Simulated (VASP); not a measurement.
An input for Quantum ESPRESSO's pw.x (written as the equivalent of a VASP run, and not itself run):

```
&CONTROL
  calculation = 'scf'
  pseudo_dir = './pseudo'
  outdir = './out'
  tprnfor = .true.
  tstress = .true.
/
&SYSTEM
  ibrav = 0
  nat = 2
  ntyp = 2
  ecutwfc = 80
  occupations = 'smearing'
  smearing = 'fermi-dirac'
  degauss = 0.000735
  input_dft = 'pbesol'
/
&ELECTRONS
  conv_thr = 7.3e-08
  electron_maxstep = 100
/
ATOMIC_SPECIES
  Ga 69.723 Ga.upf
  Sb 121.760 Sb.upf
CELL_PARAMETERS angstrom
     0.0000000    3.0500000    3.0500000
     3.0500000    0.0000000    3.0500000
     3.0500000    3.0500000    0.0000000
ATOMIC_POSITIONS crystal
  Ga   0.0000000  0.0000000  0.0000000
  Sb   0.2500000  0.2500000  0.2500000
K_POINTS automatic
  8 8 8 0 0 0
```

Q: Write the VASP files for the same calculation (PBEsol).

A: This is not unique; one that fits is 
POSCAR:
```
GaSb
6.10
  0.0000000000   0.5000000000   0.5000000000
  0.5000000000   0.0000000000   0.5000000000
  0.5000000000   0.5000000000   0.0000000000
Ga Sb
1 1
Cart
  0.0000000000   0.0000000000   0.0000000000
  0.2500000000   0.2500000000   0.2500000000
```

### KPOINTS
```
Automatic mesh
0
Gamma
8 8 8
0 0 0
```

**INCAR**
```
LMAXMIX=4
SYSTEM=GaSb
ENCUT=300
LWAVE=.False.
SIGMA=0.01   ! width (eV)
LCHARG=.False.
ISIF=2
EDIFF=1E-6   ! SCF stop (eV)
LASPH=.True.
PREC=Accurate
ISMEAR=-1   ! Fermi-Dirac
LREAL=.False.   ! projection in real space or not
NELM=100
GGA=PS   ! PBEsol
ALGO=Normal
```

POTCAR, in this order: Ga_d Sb (PBE.64 set). Program: vasp_std.

The two are equivalent in intent, not identical: the potentials are each code's own (VASP's PAW set, PseudoDojo norm-conserving files in pw.x), so ENCUT and ecutwfc are chosen apart and not converted; conv_thr bounds pw.x's estimated SCF error, while EDIFF bounds the energy change between steps.

The structure is a typed GaSb crystal (F-43m). The cell was not relaxed at this level. The run is one of a series of settings (GGA = PS against the base run), some of them coarse on purpose.
